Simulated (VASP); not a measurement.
Given:

```
CELL_PARAMETERS angstrom
      1.73000    -2.99645     0.00000
      1.73000     2.99645     0.00000
      0.00000     0.00000     5.52000
ATOMIC_POSITIONS crystal
  Tl 0.33333 0.66667 0.25000
  Tl 0.66667 0.33333 0.75000
```

Method: PBE GGA, VASP's PBE PAW potentials (set 64) (plane waves; VASP 6.6.1). Run with 400 eV cut-off, 3×3×2 Γ-centred mesh, first-order Methfessel-Paxton smearing of 0.10 eV, potentials Tl_d.

Question: Give the stress tensor in GPa (positive for a compressed cell).

Answer: 
```
2.93  0.00  0.00
0.00  2.93  0.00
0.00  0.00  2.96
```
The pressure is its mean diagonal, 2.94 GPa.

The compound is Tl in the hcp structure. The cell was not relaxed at this level. The k-mesh is coarse (spacing up to 0.70 per Å, 2π included), so the numbers may not be converged in it. The run is one of a series of settings (KPOINTS 3×3×2 Γ-centred mesh against the base run), some of them coarse on purpose.
